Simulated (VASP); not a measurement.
OSZICAR of a VASP run on SiC (wurtzite):

### OSZICAR
```
       N       E                     dE             d eps       ncg     rms          rms(c)
DAV:   1     0.338594960096E+02    0.33859E+02   -0.75267E+03   720   0.120E+03
DAV:   2    -0.343143894061E+02   -0.68174E+02   -0.62929E+02  1068   0.190E+02
DAV:   3    -0.374367340748E+02   -0.31223E+01   -0.31057E+01   952   0.403E+01
DAV:   4    -0.374721920313E+02   -0.35458E-01   -0.35441E-01   892   0.531E+00
DAV:   5    -0.374728079723E+02   -0.61594E-03   -0.61580E-03   936   0.644E-01    0.131E+01
DAV:   6    -0.334583245892E+02    0.40145E+01   -0.11914E+01   884   0.220E+01    0.601E+00
DAV:   7    -0.333167596591E+02    0.14156E+00   -0.10072E+00   920   0.676E+00    0.246E+00
DAV:   8    -0.332786731902E+02    0.38086E-01   -0.60019E-02   856   0.175E+00    0.650E-01
DAV:   9    -0.332746578421E+02    0.40153E-02   -0.72174E-03   892   0.642E-01    0.128E-01
DAV:  10    -0.332746990430E+02   -0.41201E-04   -0.45537E-04   860   0.165E-01    0.630E-02
DAV:  11    -0.332746993694E+02   -0.32642E-06   -0.18577E-05   920   0.389E-02    0.175E-02
DAV:  12    -0.332746980613E+02    0.13081E-05   -0.27279E-06   896   0.110E-02    0.501E-03
DAV:  13    -0.332746980033E+02    0.58011E-07   -0.64532E-07   908   0.491E-03
   1 F= -.33274698E+02 E0= -.33274698E+02  d E =-.332747E+02
       N       E                     dE             d eps       ncg     rms          rms(c)
DAV:   1    -0.332747504811E+02   -0.52420E-04   -0.72715E-03   876   0.723E-01    0.537E-02
DAV:   2    -0.332747063627E+02    0.44118E-04   -0.22296E-04   916   0.135E-01    0.256E-02
DAV:   3    -0.332746780813E+02    0.28281E-04   -0.46356E-05   908   0.602E-02    0.578E-03
DAV:   4    -0.332746780720E+02    0.92516E-08   -0.94517E-06   904   0.224E-02    0.378E-03
DAV:   5    -0.332746780335E+02    0.38559E-07   -0.23370E-07   796   0.441E-03
   2 F= -.33274678E+02 E0= -.33274678E+02  d E =0.199698E-04
       N       E                     dE             d eps       ncg     rms          rms(c)
DAV:   1    -0.332747472895E+02   -0.69217E-04   -0.23883E-03   880   0.414E-01    0.311E-02
DAV:   2    -0.332747323016E+02    0.14988E-04   -0.72936E-05   912   0.771E-02    0.148E-02
DAV:   3    -0.332747228191E+02    0.94825E-05   -0.15594E-05   908   0.349E-02    0.333E-03
DAV:   4    -0.332747228065E+02    0.12554E-07   -0.31517E-06   912   0.129E-02    0.218E-03
DAV:   5    -0.332747227936E+02    0.12892E-07   -0.70408E-08   524   0.252E-03
   3 F= -.33274723E+02 E0= -.33274723E+02  d E =-.247903E-04
```

Task: Which electronic solver shows in the log?

Result: It is blocked Davidson (ALGO = Normal, or the opening steps of other solvers). The INCAR had ALGO = Normal.

Task: Can the final energy be trusted as converged?

Result: Self-consistency was reached. It stopped with EDIFF = 1E-7, NELM = 100, NSW = 30 and EDIFFG = -0.01 after 3 ionic steps (LDA (Ceperley-Alder, Perdew-Zunger), plane waves, VASP's LDA PAW potentials (set 64)).

The compound is SiC in the wurtzite structure, the rare 2H polytype. This run relaxes it. Symmetry was kept, so distortions that lower it aren't found.
